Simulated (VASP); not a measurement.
An input for Ansatz (written as the equivalent of a VASP run, and not itself run):

Ansatz 0.2 input:
```yaml
crystal:
  lattice:
    - [0.0000000, 2.0938128, 2.0938128]
    - [2.0938128, 0.0000000, 2.0938128]
    - [2.0938128, 2.0938128, 0.0000000]
  atoms:
    - { symbol: Na, position: [0.0000000, 0.0000000, 0.0000000] }
    - { symbol: F, position: [0.5000000, 0.5000000, 0.5000000] }
kpoints:
  mp_grid: { grid: [11, 11, 11] }
hamiltonian:
  xc: pbesol
  pseudopotentials: { kind: paw }
scf:
  occupations: { method: gaussian, width: 0.05 }
  max_iter: 100
relax:
  max_steps: 40
  f_tol: 0.02
  cell: { p_target: 30 }
output: { forces: true, stress: true, eigenvalues: true }
```

Task: Write the VASP files for the same calculation (PBEsol).

Result: One answer among several that fit: 
**POSCAR**
```
NaF
1.0
  0.0000000000   2.0938127910   2.0938127910
  2.0938127910   0.0000000000   2.0938127910
  2.0938127910   2.0938127910   0.0000000000
Na F
1 1
Direct
  0.0000000000   0.0000000000   0.0000000000
  0.5000000000   0.5000000000   0.5000000000
```

**KPOINTS**
```
Automatic mesh
0
Gamma
11 11 11
0 0 0
```

**INCAR**
```
ALGO = Normal
EDIFF = 1E-6
EDIFFG = -0.02
ENCUT = 620
GGA = PS
IBRION = 2
ISIF = 3
ISMEAR = 0
LASPH = T
LCHARG = F
LREAL = F
LWAVE = F
NELM = 100
NSW = 40
PREC = Accurate
PSTRESS = 300
SIGMA = 0.05
SYSTEM = NaF
```

POTCAR, in this order: Na_pv F (PBE.64 set). Program: vasp_std.

What does not carry over: each code has its own PAW files, so the cut-off isn't converted (ENCUT is set for VASP's; basis.ecutwfc is left out, and Ansatz then takes the one that its files recommend); Ansatz stops its SCF on the density residual and VASP on the energy change (EDIFF).

The compound is NaF in the rock salt structure. It was relaxed first under an external pressure of 30 GPa.
